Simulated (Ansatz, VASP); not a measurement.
## Cross-check of Mo (zigzag Mo chain, bond 2.25 A, width 1.6 A, 2 periods) between VASP and Ansatz

Wanted: the spread between two codes on one cell, functional and k mesh. The cell is taken from a series of runs on this material, whose earlier steps may have relaxed, scaled, displaced or heated it; both programs get it as it stands.

Program: Ansatz 0.2.0. Level of theory: plane waves, with VASP 6.6.1 beside it; single point at PBE. Results are calculated unless marked as measured.

## (1) The structure

The cell holds 4 atoms: 4 Mo. Its edges and angles: a = 9.000 Å, b = 8.000 Å, c = 6.328 Å, α = 90.0°, β = 90.0°, γ = 90.0°. Vacuum lies along a and b. The structure's axis is c.

## (2) VASP: single point, PBE

With cell and atoms fixed, the geometry can't cause a difference; cores, projectors, grids and the points listed under the comparison can.

Lines of VASP's logs that name or quote its potential files are left out, and so is its time.

Input file INCAR:

```
SYSTEM = Mo
PREC = Accurate
ENCUT = 400
EDIFF = 1E-06
NELM = 120
ISMEAR = -1
SIGMA = 0.05
LREAL = .FALSE.
ALGO = Normal
GGA = PE
NBANDS = 34
LASPH = .TRUE.
LORBIT = 11
LWAVE = .FALSE.
LCHARG = .FALSE.
ISIF = 2
GGA_COMPAT = .FALSE.
EFERMI = MIDGAP
```

Input file POSCAR:

```
Mo
1.0
    9.0000000000      0.0000000000      0.0000000000
    0.0000000000      8.0000000000      0.0000000000
    0.0000000000      0.0000000000      6.3277168078
Mo
4
Direct
    0.9111111111      0.0000000000      1.0000000000
    0.0888888889      0.0000000000      0.2500000000
    0.9111111111      0.0000000000      0.5000000000
    0.0888888889      0.0000000000      0.7500000000
```

Input file KPOINTS:

```
Automatic mesh
0
Gamma
1 1 12
0 0 0
```

Potentials, in the order of the species: Mo_sv (PBE family, release 64).

The run is started by

```
mpirun -np 1 vasp_std
```

Numbers of over 12 decimals in the logs are rounded to 6 here.

The log of the run:

```text
[banner, memory and clock lines left out]
running    1 mpi-ranks, on    1 nodes
 distrk:  each k-point on    1 cores,    1 groups
 distr:  one band on    1 cores,    1 groups

 POSCAR found type information on POSCAR Mo
 POSCAR found :  1 types and       4 ions
 LDA part: xc-table for (Slater+PW92), standard interpolation
 POSCAR, INCAR and KPOINTS ok, starting setup
 FFT: planning ... GRIDC
 FFT: planning ... GRID_SOFT
 FFT: planning ... GRID
 WAVECAR not read
 entering main loop
       N       E                     dE             d eps       ncg     rms          rms(c)
DAV:   1     0.306948958803E+03    0.30695E+03   -0.29994E+04   732   0.106E+03
DAV:   2    -0.100502761238E+02   -0.31700E+03   -0.31009E+03   638   0.284E+02
DAV:   3    -0.344936642986E+02   -0.24443E+02   -0.23651E+02   558   0.523E+01
DAV:   4    -0.359019213030E+02   -0.14083E+01   -0.13957E+01   664   0.933E+00
DAV:   5    -0.359327779150E+02   -0.30857E-01   -0.30782E-01   624   0.143E+00    0.213E+01
DAV:   6    -0.322975569686E+02    0.36352E+01   -0.76092E+00   534   0.150E+01    0.970E+00
DAV:   7    -0.316357196605E+02    0.66184E+00   -0.48004E+00   622   0.890E+00    0.162E+00
DAV:   8    -0.316146246686E+02    0.21095E-01   -0.33739E-01   560   0.389E+00    0.609E-01
DAV:   9    -0.316122899750E+02    0.23347E-02   -0.19203E-02   664   0.702E-01    0.352E-01
DAV:  10    -0.316119473650E+02    0.34261E-03   -0.13840E-02   600   0.394E-01    0.114E-01
DAV:  11    -0.316156317214E+02   -0.36844E-02   -0.27281E-03   576   0.262E-01    0.109E-01
DAV:  12    -0.316187925910E+02   -0.31609E-02   -0.11107E-03   576   0.131E-01    0.487E-02
DAV:  13    -0.316208385904E+02   -0.20460E-02   -0.15314E-03   558   0.125E-01    0.235E-02
DAV:  14    -0.316211440526E+02   -0.30546E-03   -0.28951E-04   600   0.653E-02    0.103E-02
DAV:  15    -0.316211795106E+02   -0.35458E-04   -0.20355E-05   486   0.208E-02    0.512E-03
DAV:  16    -0.316211810307E+02   -0.15201E-05   -0.27526E-06   496   0.879E-03    0.129E-03
DAV:  17    -0.316211814234E+02   -0.39266E-06   -0.64535E-07   392   0.372E-03
   1 F= -.31621181E+02 E0= -.31616182E+02  d E =-.999909E-02
```

Parts of OUTCAR (step 2):

```text
ion  position               nearest neighbor table
   1  0.911  0.000  0.000-   2 2.25   4 2.25   3 3.16   3 3.16
   2  0.089  0.000  0.250-   1 2.25   3 2.25   4 3.16   4 3.16
   3  0.911  0.000  0.500-   2 2.25   4 2.25   1 3.16   1 3.16
   4  0.089  0.000  0.750-   1 2.25   3 2.25   2 3.16   2 3.16

  LATTYP: Found a simple orthorhombic cell.
 ALAT       =     6.3277168078
 B/A-ratio  =     1.2642790825
 C/A-ratio  =     1.4223139678

 Subroutine GETGRP returns: Found  8 space group operations
 (whereof  4 operations were pure point group operations)

The static configuration has the point symmetry C_2v.
 The point group associated with its full space group is D_2h.

 Found      7 irreducible k-points:

   k-points           NKPTS =      7   k-points in BZ     NKDIM =      7   number of bands    NBANDS=     34

   dimension x,y,z NGX =    60 NGY =   54 NGZ =   42
   dimension x,y,z NGXF=   120 NGYF=  108 NGZF=   84

   ENCUT  =  400.0 eV  29.40 Ry    5.42 a.u.  14.68 13.05 10.32*2*pi/ulx,y,z

   NELECT =      56.0000    total number of electrons

 k-points in reciprocal lattice and weights: Automatic mesh
   0.00000000  0.00000000  0.00000000       0.083
   0.00000000  0.00000000  0.08333333       0.167
   0.00000000  0.00000000  0.16666667       0.167
   0.00000000  0.00000000  0.25000000       0.167
   0.00000000  0.00000000  0.33333333       0.167
   0.00000000  0.00000000  0.41666667       0.167
   0.00000000  0.00000000  0.50000000       0.083

 average (electrostatic) potential at core
       1 -82.5383       2 -82.5383       3 -82.5383       4 -82.5383

 E-fermi :  -1.0590

 k-point     1 :       0.0000    0.0000    0.0000
  band No.  band energies     occupation
    ...
     24      -2.7902      2.00000
     25      -2.7902      2.00000
     26      -1.8292      2.00000
     27      -1.3511      1.99420
     28      -1.3511      1.99420
     29      -0.9290      0.13829
     30      -0.8148      0.01500
     31      -0.6228      0.00033
     32      -0.6228      0.00033
     33       0.1515      0.00000
    ...

 k-point     2 :       0.0000    0.0000    0.0833
  band No.  band energies     occupation
    ...
     24      -2.9371      2.00000
     25      -2.5511      2.00000
     26      -1.9374      2.00000
     27      -1.7129      2.00000
     28      -1.1961      1.87894
     29      -0.8832      0.05764
     30      -0.7040      0.00165
     31      -0.6626      0.00072
     32      -0.4989      0.00003
     33       0.1610      0.00000
    ...

 k-point     3 :       0.0000    0.0000    0.1667
  band No.  band energies     occupation
    ...
     24      -2.8909      2.00000
     25      -2.3618      2.00000
     26      -2.1770      2.00000
     27      -2.1633      2.00000
     28      -1.3039      1.98516
     29      -0.7542      0.00449
     30      -0.5819      0.00014
     31      -0.4574      0.00001
     32      -0.3667      0.00000
     33       0.0829      0.00000
    ...

  Total       -2.6915327     -0.9835222     -4.8369670      0.0000000      0.0000000      0.0000000
  in kB       -9.4652201     -3.4587185    -17.0099945      0.0000000      0.0000000      0.0000000
  external PRESSURE =      -9.9779777 kB  Pullay stress =       0.0000000 kB

  energy-cutoff  :      400.00
  volume of cell :      455.60
      direct lattice vectors                 reciprocal lattice vectors
     9.000000000  0.000000000  0.000000000     0.111111111  0.000000000  0.000000000
     0.000000000  8.000000000  0.000000000     0.000000000  0.125000000  0.000000000
     0.000000000  0.000000000  6.327716808     0.000000000  0.000000000  0.158034885

 POSITION                                       TOTAL-FORCE (eV/Angst)
 -----------------------------------------------------------------------------------
      8.20000      0.00000      0.00000         0.604675      0.000000      0.000000
      0.80000      0.00000      1.58193        -0.604675     -0.000000     -0.000000
      8.20000      0.00000      3.16386         0.604675      0.000000      0.000000
      0.80000      0.00000      4.74579        -0.604675     -0.000000     -0.000000
 -----------------------------------------------------------------------------------
    total drift:                               -0.000000     -0.000000     -0.000000

  FREE ENERGIE OF THE ION-ELECTRON SYSTEM (eV)
  ---------------------------------------------------
  free  energy   TOTEN  =       -31.6211814234 eV

  energy  without entropy=      -31.6111823329  energy(sigma->0) =      -31.61618188

 total charge
# of ion       s       p       d       tot
------------------------------------------
    1        2.385   6.046   4.300  12.731
    2        2.385   6.046   4.300  12.731
    3        2.385   6.046   4.300  12.731
    4        2.385   6.046   4.300  12.731
--------------------------------------------------
tot          9.539  24.185  17.202  50.926

[... 3 further parts left out ...]
```

## (3) Ansatz: single point, PBE

Ansatz runs on its default PAW (the set named soft_2) files.

The same cell, functional, mesh and smearing now go to Ansatz, which takes its cutoff from its data sets.

Input file input.yaml:

```yaml
crystal:
  lattice:
    - [9.0, 0.0, 0.0]
    - [0.0, 8.0, 0.0]
    - [0.0, 0.0, 6.3277168078]
  atoms:
    - { symbol: Mo, position: [-0.0888888889, 0.0, 0.0] }
    - { symbol: Mo, position: [0.0888888889, 0.0, 0.25] }
    - { symbol: Mo, position: [-0.0888888889, 0.0, 0.5] }
    - { symbol: Mo, position: [0.0888888889, 0.0, 0.75] }
kpoints:
  mp_grid: { grid: [1, 1, 12] }
hamiltonian:
  xc: pbe
scf:
  occupations: { method: fermi_dirac, width: 0.05 }
  convergence: { dr2_threshold: 1.0e-08 }
output:
  transmission:
    leads: [[0, 0]]
    e_range: [-4.0, 2.0]
    de: 0.05
    kmesh: [1, 1]
    reduced_basis: true
```

The run is started by

```
ansatz run input.yaml --threads 2 --pin off --max-ram 4096MiB --backend cpu --events-out ev --progress --plain --runs-dir out
```

The log of the run:

```text
Engine: ansatz 0.2.0, aarch64-unknown-linux-gnu
Pseudopotentials: kind: paw
Pseudopotential: Mo, paw, valence charge 14, recommended cutoff 420 eV (normal), Mo.paw.azcp
Functional definition: PBE
  parameter kappa = 0.804
  parameter beta = 0.066725
  exchange = pbe_x(kappa = kappa, mu = beta*pi^2/3)
  correlation = pbe_c(beta = beta)
Crystal: 4 atoms, lattice volume = 455.596 Å³
Basis set: ecut = 420 eV, 8921 PW (Γ)
Bands: 34, of which v1, the nominal top of the filled ones, is band 28 counted from 1 (27 counted from 0)
Symmetry: 16 space group operations
Space group: Pmma (ITA 51), of the structure as read, at distance tolerance 7.7e-5 Å
k-points: 7 of 12
Non-local potential: Mo, projectors of the file, l = 0: 3, l = 1: 2, l = 2: 2, l = 3: 1
PAW form: soft (Blöchl's): semilocal exchange-correlation on the pseudo side does not see the compensation charge
PAW one-centre angular grid: Mo, 590 points (default); XC on 64 Gauss nodes
Initial density: superposition of atomic densities (neutral atoms: chi_scale 0, normalization atom), corrected by the library's trained network
Initial wavefunctions: pseudopotential atomic-orbital guess
Functional: x = pbe(κ = 0.804, μ = 0.219515), c = pbe(β = 0.066725)
SCF iter   1: F=—  HF=-19811.990983 eV  |F-HF|=—  |Δ(HF+E_count)|=         —  Δρ=9.00e-3  dr2=2.43e-1  ethr=1.77e-3  ⟨swp⟩=7.1  Hψ=985  notcnv=0
preconditioner: auto → Resta (q_TF=auto, 1.924 Å⁻¹)  ε∞=8.7  [insulator: Δε(μ)=0.381 eV  Ē_g=3.076 eV  σ=0.050 eV  W_gap=0.96  n_scr=54 (ndim 8)  ℏωp=8.5 eV  f_vac=0.635  D(μ)=0.36/eV (n_scr^D=0)  ε∞_Penn≈8.7  vacuum switching on, ρ_ref=6.9e-4 e/Å³]
SCF iter   2: F=—  HF=-19811.968327 eV  |F-HF|=—  |Δ(HF+E_count)|=   2.27e-2  Δρ=4.75e-3  dr2=6.74e-2  ethr=4.34e-4  ⟨swp⟩=2.0  Hψ=332  notcnv=0
SCF iter   3: F=—  HF=-19811.971629 eV  |F-HF|=—  |Δ(HF+E_count)|=   3.30e-3  Δρ=6.45e-4  dr2=2.44e-3  ethr=1.20e-4  ⟨swp⟩=2.0  Hψ=355  notcnv=0
SCF iter   4: F=—  HF=-19811.972783 eV  |F-HF|=—  |Δ(HF+E_count)|=   1.15e-3  Δρ=2.18e-4  dr2=5.05e-4  ethr=4.35e-6  ⟨swp⟩=2.0  Hψ=312  notcnv=0
SCF iter   5: F=—  HF=-19811.973375 eV  |F-HF|=—  |Δ(HF+E_count)|=   5.92e-4  Δρ=6.30e-5  dr2=6.23e-5  ethr=9.01e-7  ⟨swp⟩=2.0  Hψ=320  notcnv=0
SCF iter   6: F=—  HF=-19811.973479 eV  |F-HF|=—  |Δ(HF+E_count)|=   1.04e-4  Δρ=2.31e-5  dr2=7.56e-6  ethr=1.11e-7  ⟨swp⟩=2.0  Hψ=317  notcnv=0
SCF iter   7: F=—  HF=-19811.973637 eV  |F-HF|=—  |Δ(HF+E_count)|=   1.58e-4  Δρ=1.02e-5  dr2=8.17e-7  ethr=1.35e-8  ⟨swp⟩=2.3  Hψ=324  notcnv=0
SCF iter   8: F=—  HF=-19811.973637 eV  |F-HF|=—  |Δ(HF+E_count)|=   7.10e-7  Δρ=2.62e-6  dr2=6.20e-8  ethr=1.46e-9  ⟨swp⟩=2.0  Hψ=402  notcnv=0
SCF iter   9: F=-19811.973637 eV  HF=-19811.973637 eV  |F-HF|=1.12e-8  |Δ(HF+E_count)|=   2.26e-8  Δρ=5.96e-7  dr2=4.09e-9  ethr=1.79e-11  ⟨swp⟩=5.4  Hψ=664  notcnv=0
SCF 1 converged in 9 iterations: F = -19811.973637 eV  dr2 = 4.09e-9
  greatest PAW one-centre occupation: 0.999 electrons in one spin orbital (limit 2), on the Mo atom at site 3 (counted from 0), in its partial waves of l = 0
transmission: 8 of 48 steps passed
transmission: 16 of 48 steps passed
[...]
transmission: 48 of 48 steps passed
SCF converged after 9 iterations
Free energy (F): -19811.973637 eV
Harris-Foulkes:  -19811.973637 eV  (|F-HF|=1.12e-8)
Internal energy: -19811.963264 eV  (E = F + TS)
E sigma→0 (E₀):  -19811.968450 eV
Entropy (-TS):   -0.010374 eV (-2.593 meV/atom)
Fermi energy:    0.102095 eV
--- Per-component energies (eV) ---
  E_band       = -1371.094114
  E_kinetic    = 1763.975107
  E_local      = -14455.624496  (includes V_loc(G=0)·N_el)
  E_nonlocal   = 590.868319
  E_hartree    = 6106.988662
  E_xc         = -721.733653
  E_vxc        = -899.042729  (∫ρ·V_xc dr)
  E_paw        = -12811.692885  (= ΣΔE_a)
  E_vpaw       = -585.247484  (= ΣTr[D̂ρ^β])
  E_aug_tail   = 0.000171  (compensation charges beyond the density's cutoff)
  E_ewald      = -284.744488
  E_smearing   = -0.010374  (= −TS)
  E_closure    = -0.000000  (closes the sum)
  Σ components = -19811.973637   (vs F -19811.973637, Δ=0.00e0)
--- Band table (eV; the first three rows and the last of 7) ---
  k-point 0: bands = [... 24 lower, -1.6222, -0.6597, -0.1888, -0.1888, 0.2285, 0.3557, 0.5487, 0.5487, ... 2 higher]
  k-point 1: bands = [... 24 lower, -1.3831, -0.7676, -0.5506, -0.0325, 0.2742, 0.4661, 0.5095, 0.6708, ... 2 higher]
  k-point 2: bands = [... 24 lower, -1.1937, -1.0066, -1.0015, -0.1368, 0.4027, 0.5893, 0.7119, 0.8016, ... 2 higher]
  k-point 6: bands = [... 24 lower, -1.7026, -1.7026, -1.2765, -1.2765, 1.0201, 1.0201, 1.0944, 1.0944, ... 2 higher]
--- Transmission ---
  basis      : 629 plane waves across, 8 finite elements along
  points     : 1, standing for a mesh of 1 x 1
  energies   : 121 from -4.000000 to 2.000000 eV about the Fermi level, 0.050000 eV apart; the leads are filled to 0.000000 eV, and channels, transmission and decay are at 0.000000 eV
  crystal 0  : Mo4, at the sites [0, 0], period 6.3277 Å: whole cells are its period
    offset         : up to 0.0000 Å between an atom of the period and one for which it stands
    channels       : 0.000000e0 a spin
    conductance    : none, the energies end too early or step too widely for 300 K: set another output.transmission.e_range or a lower de, or, where they end at an eighth of basis.ecutwfc, a higher one
    slowest decay  : 0.0749 /Å at (0.0000, 0.0000)
```

In the SCF lines HF is the Harris–Foulkes energy and dr2 the Hartree energy of the density residual, in eV; the loop may stop once dr2 is under the threshold and the program's other checks hold. Hψ counts applications of the Hamiltonian.

## (4) Differences

Known differences besides the potentials themselves: the cutoff is 420 eV in Ansatz and 400 eV in VASP. Total energies have different zeros and are not compared.

Both answers:

```tsv
quantity	Ansatz	VASP	difference
gap on the k mesh (eV)	0.261	0.267	-0.006
```

A gap on the mesh is an upper bound, since the band edges may lie between its points. With vacuum in the cell, a pressure given here is an average over mostly empty space and none of the material.

## (5) Outcome

| Quantity | Value |
| --- | --- |
| difference in gap on the k mesh (single point, PBE) | -0.0060 eV |

The difference in gap on the k mesh is -0.0060 eV (single point, PBE), within the 0.08 eV picked in this series as the mark of a large difference. How closely two codes agree says nothing of how well the functional describes the real material.

[Lines on the potential files, build, host, timing and source positions are cut from VASP's logs without a mark.]

[Logs are printed without paths, hosts, clocks, repeated set-up lines and the standing remarks that a program may print on its own settings, such as how far it seeks lower states.]

[Hosts, paths, dates, database ids (printed as entryN), source tags and the programs' standing remarks are cut or masked in the printed files.]
